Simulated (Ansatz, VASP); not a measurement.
## Ca2Ta3O in VASP and in Ansatz

```xyz
6
Lattice="3.2136 0.0000 0.0000 0.0000 3.2136 0.0000 0.0000 0.0000 12.2653" Properties=species:S:1:pos:R:3 pbc="T T T"
Ca    0.0000    0.0000   -0.0478
Ca    1.6068    1.6068    5.8153
Ta    0.0000    0.0000    8.4339
Ta    0.0000    0.0000    3.4283
Ta    1.6068    1.6068    9.8481
O     1.6068    1.6068    3.1855
```

Change from the starting cell: species swapped into the Dy2CuAg3 type (P4mm, No. 99).

Alike in both runs: functional PBE; k mesh 6 × 6 × 2; occupations gaussian, width 0.1 eV; no spin polarisation.

Ansatz relaxed the structure, and its values are those at the end. VASP's run is a single point on that final structure, the one shown.

|  | VASP | Ansatz |
| --- | --- | --- |
| version | VASP 6.6.1 | Ansatz 0.2.0 |
| potentials or method | VASP PAW PBE potentials, release 64 (Ca_sv, Ta_pv, O) | scalar-relativistic, plane waves, PAW |
| plane-wave cutoff (eV) | 520 | 420 |
| valence electrons in the cell | 59 | 65 |

|  | VASP | Ansatz | Ansatz less VASP |
| --- | --- | --- | --- |
| gap on the k mesh at the Fermi level (eV) | none | none | - |
| pressure (GPa) | 0.2 | 0.1 | -0.13 |
| rms of the force components (eV/Å) | 0.010 | 0.006 | -0.0035 |

A gap of «none» marks a metal or a gap that the smearing closes. The two sets of potentials don't hold the same shells in valence.

Caveats: an odd number of electrons without spin polarisation forces a metal; a magnetic or distorted state may lie lower. Spin-orbit coupling is left out, which matters for the levels of Ta.
